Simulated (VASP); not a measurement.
# Li2ZnCl4 (Fd-3m): formation energy of the defect Li_Zn, part 2 of 6

Aim: the formation energy and local structure of the defect Li_Zn in Li2ZnCl4 (Fd-3m). The start is a computed cell from the Materials Project.

VASP 6.6.1, plane waves and PAW; the level of theory is named at each step.

So far. Step 2 (The host at zero pressure): The run ended after 7 ionic steps, 0.007 eV below its first step, once forces and stress met EDIFFG = -0.02. The relaxed cell has a = 10.237 Å (conventional setting).

### Step 3. The host's dielectric tensor, for the charge correction

Level of this step: PBEsol; plane waves and PAW (Li, Zn, Cl) (VASP).

Charged cells interact with their images through the host's screening, so the correction needs its dielectric constant.

File INCAR:

```
SYSTEM = Li2ZnCl4
PREC = Accurate
ENCUT = 300
EDIFF = 1E-08
NELM = 120
ISMEAR = 0
SIGMA = 0.05
LREAL = .FALSE.
ALGO = Normal
GGA = PS
NBANDS = 56
LWAVE = .FALSE.
LCHARG = .FALSE.
KPAR = 4
LEPSILON = .TRUE.
```

File POSCAR:

```
Li2ZnCl4
1.0
    0.0000000000      5.1182902854      5.1182902854
    5.1182902854      0.0000000000      5.1182902854
    5.1182902854      5.1182902854      0.0000000000
Li Zn Cl
4 2 8
Direct
    0.6250000000      0.6250000000      0.1250000000
    0.6250000000      0.1250000000      0.6250000000
    0.6250000000      0.6250000000      0.6250000000
    0.1250000000      0.6250000000      0.6250000000
    0.0000000000      0.0000000000      0.0000000000
    0.2500000000      0.2500000000      0.2500000000
    0.8650806191      0.3783064570      0.3783064570
    0.8716935430      0.8716935430      0.8716935430
    0.3783064570      0.3783064570      0.3783064570
    0.3849193809      0.8716935430      0.8716935430
    0.8716935430      0.3849193809      0.8716935430
    0.8716935430      0.8716935430      0.3849193809
    0.3783064570      0.8650806191      0.3783064570
    0.3783064570      0.3783064570      0.8650806191
```

File KPOINTS:

```
Automatic mesh
0
Gamma
4 4 4
0 0 0
```

PAW data sets: Li, Zn and Cl (PBE family, release 64).

The run is started by

```sh
mpirun -np 4 vasp_std
```

The log of the run:

```text
[banner, memory and clock lines left out]
running    4 mpi-ranks, on    1 nodes
 distrk:  each k-point on    1 cores,    4 groups
 distr:  one band on    1 cores,    1 groups

 POSCAR found type information on POSCAR LiZnCl
 POSCAR found :  3 types and      14 ions
 [... a notice as in an earlier step ...]

 LDA part: xc-table for (Slater+PW92), standard interpolation
 POSCAR, INCAR and KPOINTS ok, starting setup
 FFT: planning ... GRIDC
 FFT: planning ... GRID_SOFT
 FFT: planning ... GRID
 WAVECAR not read
 entering main loop
       N       E                     dE             d eps       ncg     rms          rms(c)
DAV:   1     0.533864839232E+03    0.53386E+03   -0.26811E+04   896   0.954E+02
DAV:   2     0.157078976811E+02   -0.51816E+03   -0.49474E+03  1048   0.257E+02
DAV:   3    -0.489132875616E+02   -0.64621E+02   -0.64298E+02  1008   0.103E+02
DAV:   4    -0.506060691960E+02   -0.16928E+01   -0.16880E+01  1104   0.203E+01
DAV:   5    -0.506414043142E+02   -0.35335E-01   -0.35318E-01  1080   0.284E+00    0.103E+01
DAV:   6    -0.483829270063E+02    0.22585E+01   -0.35955E+00  1448   0.611E+01    0.843E+00
DAV:   7    -0.483533194863E+02    0.29608E-01   -0.46004E+00  1072   0.843E+00    0.514E+00
DAV:   8    -0.483285816451E+02    0.24738E-01   -0.40885E-01  1208   0.544E+00    0.200E+00
DAV:   9    -0.483262297166E+02    0.23519E-02   -0.55077E-02  1336   0.337E+00    0.415E-01
DAV:  10    -0.483283960281E+02   -0.21663E-02   -0.14875E-02  1128   0.779E-01    0.132E-01
DAV:  11    -0.483288993266E+02   -0.50330E-03   -0.14506E-03  1016   0.165E-01    0.778E-02
DAV:  12    -0.483291489997E+02   -0.24967E-03   -0.31017E-04  1112   0.106E-01    0.370E-02
DAV:  13    -0.483291415228E+02    0.74769E-05   -0.15706E-04  1256   0.126E-01    0.133E-02
DAV:  14    -0.483291423485E+02   -0.82568E-06   -0.23354E-05  1176   0.414E-02    0.570E-03
DAV:  15    -0.483291432787E+02   -0.93023E-06   -0.42454E-06  1088   0.928E-03    0.216E-03
DAV:  16    -0.483291433303E+02   -0.51601E-07   -0.16514E-07  1152   0.336E-03    0.136E-03
DAV:  17    -0.483291434710E+02   -0.14070E-06   -0.10480E-07  1000   0.174E-03    0.410E-04
DAV:  18    -0.483291434509E+02    0.20173E-07   -0.67540E-09   744   0.404E-04    0.209E-04
DAV:  19    -0.483291434598E+02   -0.89858E-08   -0.11324E-09   568   0.198E-04
   1 F= -.48329143E+02 E0= -.48329143E+02  d E =-.143702E-10
 Linear response reoptimize wavefunctions to high precision
DAV:   1    -0.483291434592E+02    0.69031E-09   -0.30182E-10   560   0.887E-05
DAV:   2    -0.483291434591E+02    0.14552E-10   -0.13000E-10   568   0.494E-05
 Linear response G [H, r] |phi>, progress :
  Direction:   1
       N       E                     dE             d eps       ncg     rms
RMM:   1    -0.301705713508E+03   -0.30171E+03    0.11578E+02  1847   0.921E+01
RMM:   2    -0.272036326705E+03    0.29669E+02   -0.33752E+01  1565   0.286E+01
RMM:   3    -0.273353465709E+03   -0.13171E+01   -0.20920E+00  1602   0.532E+00
RMM:   4    -0.273369411839E+03   -0.15946E-01   -0.80407E-02  1646   0.949E-01
RMM:   5    -0.273368618232E+03    0.79361E-03   -0.17313E-02  1666   0.212E-01
RMM:   6    -0.273368254136E+03    0.36410E-03   -0.10570E-02  1739   0.573E-02
RMM:   7    -0.273367880804E+03    0.37333E-03   -0.75032E-03  1850   0.242E-02
RMM:   8    -0.273367878531E+03    0.22735E-05   -0.56429E-03  1905   0.163E-02
RMM:   9    -0.273367879333E+03   -0.80273E-06   -0.64410E-03  2031   0.145E-02
RMM:  10    -0.273367868790E+03    0.10543E-04   -0.55408E-03  2073   0.142E-02
RMM:  11    -0.273367882980E+03   -0.14189E-04   -0.66862E-03  2079   0.140E-02
RMM:  12    -0.273368010698E+03   -0.12772E-03   -0.88099E-03  2086   0.142E-02
 Linear response G [H, r] |phi>, progress :
  Direction:   2
       N       E                     dE             d eps       ncg     rms
RMM:   1    -0.302463126962E+03   -0.30246E+03    0.11173E+02  1848   0.921E+01
RMM:   2    -0.273800650491E+03    0.28662E+02   -0.32429E+01  1559   0.285E+01
RMM:   3    -0.275178859895E+03   -0.13782E+01   -0.18655E+00  1601   0.536E+00
RMM:   4    -0.275213148938E+03   -0.34289E-01   -0.19323E-02  1643   0.962E-01
RMM:   5    -0.275216416216E+03   -0.32673E-02    0.32638E-03  1671   0.217E-01
RMM:   6    -0.275216764884E+03   -0.34867E-03    0.28726E-03  1746   0.592E-02
RMM:   7    -0.275216729444E+03    0.35440E-04    0.55264E-03  1857   0.259E-02
RMM:   8    -0.275216844775E+03   -0.11533E-03    0.37820E-03  1953   0.181E-02
RMM:   9    -0.275216901074E+03   -0.56299E-04    0.25971E-03  2085   0.162E-02
RMM:  10    -0.275216911931E+03   -0.10857E-04    0.39033E-03  2129   0.159E-02
RMM:  11    -0.275216967986E+03   -0.56055E-04    0.14745E-03  2165   0.157E-02
RMM:  12    -0.275216750029E+03    0.21796E-03    0.11620E-02  2164   0.159E-02
 Linear response G [H, r] |phi>, progress :
  Direction:   3
       N       E                     dE             d eps       ncg     rms
RMM:   1    -0.288993943842E+03   -0.28899E+03    0.22013E+02  1806   0.919E+01
RMM:   2    -0.259463344582E+03    0.29531E+02   -0.31599E+01  1578   0.275E+01
RMM:   3    -0.260855803009E+03   -0.13925E+01   -0.16386E+00  1607   0.485E+00
RMM:   4    -0.260876791554E+03   -0.20989E-01   -0.43167E-02  1641   0.855E-01
RMM:   5    -0.260877871846E+03   -0.10803E-02   -0.21551E-03  1678   0.194E-01
RMM:   6    -0.260877932769E+03   -0.60923E-04    0.85553E-05  1769   0.539E-02
RMM:   7    -0.260877943762E+03   -0.10994E-04    0.96439E-04  1877   0.243E-02
RMM:   8    -0.260877956749E+03   -0.12986E-04    0.58321E-04  1922   0.177E-02
RMM:   9    -0.260877963412E+03   -0.66636E-05    0.29583E-04  2019   0.162E-02
RMM:  10    -0.260877958681E+03    0.47309E-05    0.12746E-03  2058   0.159E-02
RMM:  11    -0.260877960106E+03   -0.14244E-05    0.71716E-04  2034   0.158E-02
RMM:  12    -0.260877956969E+03    0.31367E-05    0.14810E-03  2042   0.158E-02
 Linear response to external field (no local field effect), progress :
  Direction:   1
       N       E                     dE             d eps       ncg     rms          rms(c)
RMM:   1    -0.192552752639E+01   -0.19255E+01   -0.60295E+00  1787   0.430E+00
RMM:   2    -0.198197256978E+01   -0.56445E-01   -0.50878E-02  1557   0.906E-01
RMM:   3    -0.198345225262E+01   -0.14797E-02   -0.20658E-03  1627   0.147E-01
RMM:   4    -0.198349165234E+01   -0.39400E-04   -0.75669E-05  1634   0.269E-02
RMM:   5    -0.198349301193E+01   -0.13596E-05   -0.68912E-06  1646   0.621E-03
RMM:   6    -0.198349317612E+01   -0.16419E-06   -0.10860E-06  1653   0.190E-03
RMM:   7    -0.198349320016E+01   -0.24046E-07   -0.38559E-07  1564   0.908E-04
RMM:   8    -0.198349320470E+01   -0.45343E-08   -0.26456E-07  1468   0.631E-04
RMM:   9    -0.198349320690E+01   -0.21985E-08   -0.25401E-07  1393   0.548E-04
RMM:  10    -0.198349320770E+01   -0.80196E-09   -0.25381E-07  1352   0.521E-04
RMM:  11    -0.198349320731E+01    0.38507E-09   -0.58110E-07  1335   0.510E-04
RMM:  12    -0.198349320815E+01   -0.83826E-09   -0.91798E-07  1310   0.508E-04
 change of polarisation eV/A/(eV/A) component  1 :     3.967     0.561     0.302
 dielectric tensor                  component  1 :     3.677     0.379     0.204
 Linear response to external field (no local field effect), progress :
  Direction:   2
       N       E                     dE             d eps       ncg     rms          rms(c)
RMM:   1    -0.196260191792E+01   -0.19626E+01   -0.61932E+00  1802   0.434E+00
RMM:   2    -0.202133196795E+01   -0.58730E-01   -0.52079E-02  1549   0.905E-01
RMM:   3    -0.202279732981E+01   -0.14654E-02   -0.20245E-03  1626   0.145E-01
RMM:   4    -0.202283687311E+01   -0.39543E-04   -0.66670E-05  1629   0.261E-02
RMM:   5    -0.202283797088E+01   -0.10978E-05   -0.51600E-06  1644   0.584E-03
RMM:   6    -0.202283809093E+01   -0.12005E-06   -0.92074E-07  1663   0.175E-03
RMM:   7    -0.202283810411E+01   -0.13177E-07   -0.45799E-07  1541   0.851E-04
RMM:   8    -0.202283810716E+01   -0.30457E-08   -0.40530E-07  1445   0.615E-04
RMM:   9    -0.202283810695E+01    0.20615E-09   -0.39751E-07  1346   0.551E-04
RMM:  10    -0.202283810739E+01   -0.44389E-09   -0.37051E-07  1320   0.531E-04
RMM:  11    -0.202283810681E+01    0.58743E-09   -0.36597E-07  1300   0.524E-04
RMM:  12    -0.202283810638E+01    0.42690E-09   -0.34882E-07  1282   0.523E-04
 change of polarisation eV/A/(eV/A) component  2 :     0.561     4.046    -0.302
 dielectric tensor                  component  2 :     0.379     3.730    -0.204
 Linear response to external field (no local field effect), progress :
  Direction:   3
       N       E                     dE             d eps       ncg     rms          rms(c)
RMM:   1    -0.163525679641E+01   -0.16353E+01   -0.46078E+00  1773   0.409E+00
RMM:   2    -0.167563504530E+01   -0.40378E-01   -0.41535E-02  1573   0.845E-01
RMM:   3    -0.167705517903E+01   -0.14201E-02   -0.18204E-03  1616   0.136E-01
RMM:   4    -0.167708183973E+01   -0.26661E-04   -0.60400E-05  1634   0.233E-02
RMM:   5    -0.167708274332E+01   -0.90359E-06   -0.52453E-06  1643   0.530E-03
RMM:   6    -0.167708283869E+01   -0.95366E-07   -0.90773E-07  1649   0.169E-03
RMM:   7    -0.167708285538E+01   -0.16690E-07   -0.37371E-07  1567   0.887E-04
RMM:   8    -0.167708285701E+01   -0.16307E-08   -0.27744E-07  1452   0.661E-04
RMM:   9    -0.167708285654E+01    0.47308E-09   -0.27214E-07  1379   0.594E-04
RMM:  10    -0.167708285747E+01   -0.93215E-09   -0.20479E-07  1348   0.570E-04
RMM:  11    -0.167708285782E+01   -0.34922E-09   -0.13639E-07  1333   0.563E-04
RMM:  12    -0.167708285715E+01    0.67065E-09    0.64540E-07  1314   0.560E-04
 change of polarisation eV/A/(eV/A) component  3 :     0.302    -0.302     3.354
 dielectric tensor                  component  3 :     0.204    -0.204     3.263
 Linear response to external field, progress :
  Direction:   1
       N       E                     dE             d eps       ncg     rms          rms(c)
RMM:   1    -0.184188329847E+01   -0.18419E+01   -0.56177E+00  2899   0.423E+00
RMM:   2    -0.189296581876E+01   -0.51083E-01   -0.47957E-02  2554   0.878E-01    0.310E+00
RMM:   3    -0.169193943607E+01    0.20103E+00   -0.36567E-01  2600   0.155E+00    0.146E+00
RMM:   4    -0.171760585384E+01   -0.25666E-01   -0.17462E-01  2647   0.110E+00    0.534E-01
RMM:   5    -0.176566244225E+01   -0.48057E-01   -0.92776E-03  2566   0.336E-01    0.113E-01
RMM:   6    -0.176517578000E+01    0.48666E-03   -0.44588E-04  2689   0.844E-02    0.513E-02
RMM:   7    -0.176815654501E+01   -0.29808E-02   -0.11757E-04  2687   0.278E-02    0.198E-02
RMM:   8    -0.176905317253E+01   -0.89663E-03   -0.18544E-04  2667   0.181E-02    0.678E-03
RMM:   9    -0.176909379653E+01   -0.40624E-04   -0.55871E-05  2697   0.518E-03    0.170E-03
RMM:  10    -0.176906036452E+01    0.33432E-04   -0.65205E-05  2702   0.172E-03    0.461E-04
RMM:  11    -0.176904552444E+01    0.14840E-04   -0.67870E-05  2716   0.643E-04    0.184E-04
RMM:  12    -0.176903781504E+01    0.77094E-05   -0.66903E-05  2650   0.474E-04    0.543E-05
RMM:  13    -0.176903505329E+01    0.27617E-05   -0.65216E-05  2466   0.426E-04    0.365E-05
RMM:  14    -0.176903447197E+01    0.58132E-06   -0.63458E-05  2123   0.410E-04    0.554E-06
 change of polarisation eV/A/(eV/A) component  1 :     3.279     0.463     0.200
 dielectric tensor                  component  1 :     3.213     0.313     0.135
 Linear response to external field, progress :
  Direction:   2
       N       E                     dE             d eps       ncg     rms          rms(c)
RMM:   1    -0.184046438452E+01   -0.18405E+01   -0.56035E+00  2910   0.425E+00
RMM:   2    -0.189299999864E+01   -0.52536E-01   -0.48311E-02  2553   0.884E-01    0.310E+00
RMM:   3    -0.169218515275E+01    0.20081E+00   -0.36916E-01  2602   0.155E+00    0.146E+00
RMM:   4    -0.171783455227E+01   -0.25649E-01   -0.17726E-01  2647   0.110E+00    0.534E-01
RMM:   5    -0.176546943958E+01   -0.47635E-01   -0.91512E-03  2570   0.335E-01    0.112E-01
RMM:   6    -0.176524784368E+01    0.22160E-03   -0.83724E-04  2690   0.835E-02    0.513E-02
RMM:   7    -0.176818538066E+01   -0.29375E-02   -0.21493E-04  2693   0.275E-02    0.197E-02
RMM:   8    -0.176905243246E+01   -0.86705E-03   -0.15569E-04  2674   0.178E-02    0.664E-03
RMM:   9    -0.176909720954E+01   -0.44777E-04   -0.82144E-05  2698   0.510E-03    0.171E-03
RMM:  10    -0.176906379262E+01    0.33417E-04   -0.71873E-05  2701   0.171E-03    0.463E-04
RMM:  11    -0.176904725420E+01    0.16538E-04   -0.67066E-05  2714   0.651E-04    0.186E-04
RMM:  12    -0.176904001522E+01    0.72390E-05   -0.67242E-05  2651   0.481E-04    0.542E-05
RMM:  13    -0.176903774929E+01    0.22659E-05   -0.63748E-05  2462   0.434E-04    0.346E-05
RMM:  14    -0.176903795158E+01   -0.20229E-06   -0.67427E-05  2108   0.420E-04    0.573E-06
 change of polarisation eV/A/(eV/A) component  2 :     0.369     3.279    -0.200
 dielectric tensor                  component  2 :     0.249     3.213    -0.135
 Linear response to external field, progress :
  Direction:   3
       N       E                     dE             d eps       ncg     rms          rms(c)
RMM:   1    -0.184103961017E+01   -0.18410E+01   -0.56093E+00  2907   0.425E+00
RMM:   2    -0.189298993492E+01   -0.51950E-01   -0.48393E-02  2554   0.884E-01    0.310E+00
RMM:   3    -0.169222659538E+01    0.20076E+00   -0.36951E-01  2600   0.155E+00    0.146E+00
RMM:   4    -0.171785347699E+01   -0.25627E-01   -0.17738E-01  2645   0.110E+00    0.534E-01
RMM:   5    -0.176548382245E+01   -0.47630E-01   -0.93210E-03  2567   0.335E-01    0.112E-01
RMM:   6    -0.176523946273E+01    0.24436E-03   -0.74825E-04  2689   0.835E-02    0.513E-02
RMM:   7    -0.176817800648E+01   -0.29385E-02   -0.14163E-04  2688   0.275E-02    0.197E-02
RMM:   8    -0.176905156080E+01   -0.87355E-03   -0.14430E-04  2675   0.178E-02    0.664E-03
RMM:   9    -0.176909781150E+01   -0.46251E-04   -0.87192E-05  2693   0.510E-03    0.171E-03
RMM:  10    -0.176906440339E+01    0.33408E-04   -0.78434E-05  2705   0.171E-03    0.464E-04
RMM:  11    -0.176904786268E+01    0.16541E-04   -0.73236E-05  2717   0.651E-04    0.187E-04
RMM:  12    -0.176904083736E+01    0.70253E-05   -0.74805E-05  2646   0.482E-04    0.540E-05
RMM:  13    -0.176903849184E+01    0.23455E-05   -0.73012E-05  2464   0.434E-04    0.341E-05
RMM:  14    -0.176903903656E+01   -0.54472E-06   -0.82999E-05  2109   0.419E-04    0.584E-06
 change of polarisation eV/A/(eV/A) component  3 :     0.106     0.063     3.279
 dielectric tensor                  component  3 :     0.071     0.042     3.213
 Born effective charges drift removed
```

It took 3.6 min on 4 MPI ranks of Intel Xeon 6975P-C (Granite Rapids), shared host; peak memory 1.8 GiB; 15 min of CPU time.

Parts of OUTCAR (step 3):

```text
  LATTYP: Found a face centered cubic cell.
 ALAT       =    10.2365805708

 Found      8 irreducible k-points:

   k-points           NKPTS =      8   k-points in BZ     NKDIM =      8   number of bands    NBANDS=     56

   dimension x,y,z NGX =    42 NGY =   42 NGZ =   42
   dimension x,y,z NGXF=    84 NGYF=   84 NGZF=   84

   ENCUT  =  300.0 eV  22.05 Ry    4.70 a.u.  10.22 10.22 10.22*2*pi/ulx,y,z

   NELECT =      84.0000    total number of electrons

  Total       -0.5089588     -0.5089588     -0.5089588      0.0000000     -0.0000000      0.0000000
  in kB       -3.0408041     -3.0408041     -3.0408041      0.0000000     -0.0000000      0.0000000
  external PRESSURE =      -3.0408041 kB  Pullay stress =       0.0000000 kB

  energy-cutoff  :      300.00
  volume of cell :      268.17
      direct lattice vectors                 reciprocal lattice vectors
     0.000000000  5.118290285  5.118290285    -0.097688871  0.097688871  0.097688871
     5.118290285  0.000000000  5.118290285     0.097688871 -0.097688871  0.097688871
     5.118290285  5.118290285  0.000000000     0.097688871  0.097688871 -0.097688871

 POSITION                                       TOTAL-FORCE (eV/Angst)
 -----------------------------------------------------------------------------------
      3.83872      3.83872      6.39786         0.000000      0.000000      0.000000
      3.83872      6.39786      3.83872         0.000000      0.000000      0.000000
      6.39786      6.39786      6.39786         0.000000      0.000000      0.000000
      6.39786      3.83872      3.83872         0.000000      0.000000      0.000000
      0.00000      0.00000      0.00000         0.000000      0.000000      0.000000
      2.55915      2.55915      2.55915         0.000000      0.000000      0.000000
      3.87256      6.36402      6.36402         0.010493     -0.010493     -0.010493
      8.92316      8.92316      8.92316        -0.010493     -0.010493     -0.010493
      3.87256      3.87256      3.87256         0.010493      0.010493      0.010493
      8.92316      6.43171      6.43171        -0.010493      0.010493      0.010493
      6.43171      8.92316      6.43171         0.010493     -0.010493      0.010493
      6.43171      6.43171      8.92316         0.010493      0.010493     -0.010493
      6.36402      3.87256      6.36402        -0.010493      0.010493     -0.010493
      6.36402      6.36402      3.87256        -0.010493     -0.010493      0.010493
 -----------------------------------------------------------------------------------
    total drift:                               -0.000000     -0.000000     -0.000000

 MACROSCOPIC STATIC DIELECTRIC TENSOR (including local field effects in DFT)
 ------------------------------------------------------
           3.212508     0.000000    -0.000000
           0.000000     3.212508     0.000000
           0.000000    -0.000000     3.212508
 ------------------------------------------------------

 PIEZOELECTRIC TENSOR (including local field effects)  for field in x, y, z        (C/m^2)
          XX          YY          ZZ          XY          YZ          ZX
  --------------------------------------------------------------------------------
  x     0.00000    -0.00000     0.00000    -0.00000     0.00000     0.00000
  y     0.00000     0.00000    -0.00000     0.00000     0.00000     0.00000
  z     0.00000     0.00000     0.00000     0.00000     0.00000     0.00000

 BORN EFFECTIVE CHARGES (including local field effects) (in |e|, cummulative output)
 ---------------------------------------------------------------------------------
 ion    1
    1     1.22747    -0.07220     0.07220
    2    -0.07220     1.22747     0.07220
    3     0.07220     0.07220     1.22747
 ion    2
    1     1.22747     0.07220    -0.07220
    2     0.07220     1.22747     0.07220
    3    -0.07220     0.07220     1.22747
 ion    3
    1     1.22747    -0.07220    -0.07220
    2    -0.07220     1.22747    -0.07220
    3    -0.07220    -0.07220     1.22747
 ion    4
    1     1.22747     0.07220     0.07220
    2     0.07220     1.22747    -0.07220
    3     0.07220    -0.07220     1.22747
 ion    5
    1     1.98624     0.00000    -0.00000
    2     0.00000     1.98624     0.00000
    3     0.00000     0.00000     1.98624
 ion    6
    1     1.98624     0.00000    -0.00000
    2     0.00000     1.98624     0.00000
    3     0.00000     0.00000     1.98624
 ion    7
    1    -1.11030     0.28690     0.28690
    2     0.28690    -1.11030    -0.28690
    3     0.28690    -0.28690    -1.11030
 ion    8
    1    -1.11030    -0.28690    -0.28690
    2    -0.28690    -1.11030    -0.28690
    3    -0.28690    -0.28690    -1.11030
 ion    9
    1    -1.11030    -0.28690    -0.28690
    2    -0.28690    -1.11030    -0.28690
    3    -0.28690    -0.28690    -1.11030
 ion   10
    1    -1.11030     0.28690     0.28690
[...]
2    -0.28690    -1.11030     0.28690
    3     0.28690     0.28690    -1.11030

[... 2 parts as in an earlier step ...]

[... 3 further parts left out ...]
```

Energies printed during the response cycles are not total energies of the cell.

This step gave:

```yaml
fermi_energy: 0.4056 eV
gap_on_the_k_mesh: 4.203 eV
least_direct_gap_on_the_k_mesh: 4.203 eV
```

Electronic dielectric tensor with local fields:

```
3.21 0.00 0.00
0.00 3.21 0.00
0.00 0.00 3.21
```

Born effective charge (e), principal values of the symmetric part by kind of site:

```csv
atom,atoms with these values,low,middle,high,mean
Li1,4,1.08,1.30,1.30,1.23
Zn5,2,1.99,1.99,1.99,1.99
Cl7,8,-1.68,-0.82,-0.82,-1.11
```

In full for Zn5:

```
1.99 0.00 0.00
0.00 1.99 0.00
0.00 0.00 1.99
```

The electrons screen with a mean of 3.21; the ions' part was not run for this cell, so the correction is too large where they screen.

[end of part 2 of 6]

[Lines on the potential files, build, host, timing and source positions are cut from VASP's logs without a mark.]

[Logs are printed without paths, hosts, clocks, repeated set-up lines and the standing remarks that a program may print on its own settings, such as how far it seeks lower states.]

[Hosts, paths, dates, database ids (printed as entryN), source tags and the programs' standing remarks are cut or masked in the printed files.]

[In band tables of VASP the shares of atoms and orbitals are scaled to a sum of 1 inside the atoms' spheres.]

[Runs that stopped without an error message from VASP are left out.]
